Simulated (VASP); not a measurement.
Input of a VASP 6.6.1 run:

The input INCAR:

```
SYSTEM = MgZr2O3
PREC = Normal
ENCUT = 520
EDIFF = 1E-4
ISMEAR = 0
SIGMA = 0.15
LREAL = .False.
LASPH = .True.
NELM = 60
ALGO = Fast
ISIF = 3
LWAVE = .False.
LCHARG = .False.
GGA = PE
IBRION = 2
NSW = 24
EDIFFG = -0.08
```

KPOINTS

```
regular mesh
0
Gamma
  4 4 2
  0 0 0
```

POSCAR

```
MgZr2O3
1.0
    4.0530907500      0.0000000000      0.0000000000
   -2.0265453700      3.5100795500      0.0000000000
    0.0000000000      0.0000000000      6.3536775200
Mg Zr O
1 2 3
Direct
    0.0000000000      0.0000000000      0.5000000000
    0.3333333300      0.6666666700      0.0000000000
    0.0000000000      0.0000000000      0.0000000000
    0.6666666700      0.3333333300      0.5000000000
    0.6666666700      0.3333333300      0.0000000000
    0.3333333300      0.6666666700      0.5000000000
```

Potentials or basis: VASP PAW PBE potentials, release 64 (Mg, Zr_sv, O).

The run is started by

```console
$ cat potpaw_PBE.64/Mg/POTCAR potpaw_PBE.64/Zr_sv/POTCAR potpaw_PBE.64/O/POTCAR > POTCAR
$ mpirun -np 1 vasp_std > vasp.out
```

Task: Predict the relaxed volume.

Result: 14.50 Å³/atom.

Task: Predict the relaxed cell.

Result: a = 4.160 Å, b = 4.160 Å, c = 5.808 Å, α = 90.00°, β = 90.00°, γ = 120.00°.

Task: Estimate the band gap on the k mesh.

Result: None (metal or under the smearing width).

Stress tensor (GPa, compression positive):
```
-0.04  0.00  0.00
 0.00 -0.04  0.00
 0.00  0.00  0.54
```

Caveat: the k mesh is coarse (spacing up to 0.49 Å⁻¹), so the values aren't converged.
